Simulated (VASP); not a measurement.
Here is the system:

```yaml
crystal:
  lattice:
    - [1.75000, -3.03109, 0.00000]
    - [1.75000, 3.03109, 0.00000]
    - [0.00000, 0.00000, 5.55000]
  atoms:
    - { symbol: Lu, position: [0.33333, 0.66667, 0.25000] }
    - { symbol: Lu, position: [0.66667, 0.33333, 0.75000] }
```

All values below come from PBE GGA, VASP's PBE PAW potentials (set 64) (plane waves; VASP 6.6.1). Settings: PREC = Single, 400 eV cut-off, 11×11×6 Γ-centred mesh, first-order Methfessel-Paxton smearing of 0.10 eV, potentials Lu_3.

### Question
Predict the energy per atom (σ→0), band gap (on the k-mesh) with the smallest direct gap where there is one.

### Answer

```yaml
band gap (on the k-mesh): none (metal, semimetal or under 0.01 eV)
energy per atom (σ→0): -4.454 eV/atom
```

Only differences to runs with the same potentials and settings are physical.

The compound is Lu in the hcp structure. The cell was not relaxed at this level. The run is one of a series of settings (PREC = Single against the base run), some of them coarse on purpose.
